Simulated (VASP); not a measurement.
Data:

```xyz
4
Lattice="5.0399 2.5090 2.5090 2.5090 5.0399 2.5090 2.5090 2.5090 5.0399" Properties=species:S:1:pos:R:3 pbc="T T T"
Mn     0.0000     0.0000     0.0000
Mn     5.0289     5.0289     5.0289
S      2.5145     2.5145     2.5145
S      7.5434     7.5434     7.5434
```
Starting moments (μB, in the order of the record's atoms Mn Mn S S): 4.3 -4.3 0.0 0.0.

The numbers are results of SCAN meta-GGA, VASP's PBE PAW potentials (set 64) (plane waves; VASP), not measurements. Run with 520 eV cut-off, 7×7×7 Γ-centred mesh, Gaussian smearing of 0.050 eV, potentials Mn_pv S.

Task: Predict the cell moment, energy per atom (σ→0), pressure.

Result: 
- cell moment: 0.00 μB
- energy per atom (σ→0): -15.046 eV/atom
- pressure: 5.80 GPa

Task: Give the moment on each site (PAW-sphere projection).

Result: 
```tsv
site	moment (μB)
Mn1	4.28
Mn2	-4.28
S3	0.00
S4	0.00
```

Total energies compare only between runs with the same potentials, cut-off and functional.

The compound is MnS in the rock salt, AFM-II order structure. This cell is one point of a volume scan, at 0.94 of the reference volume.
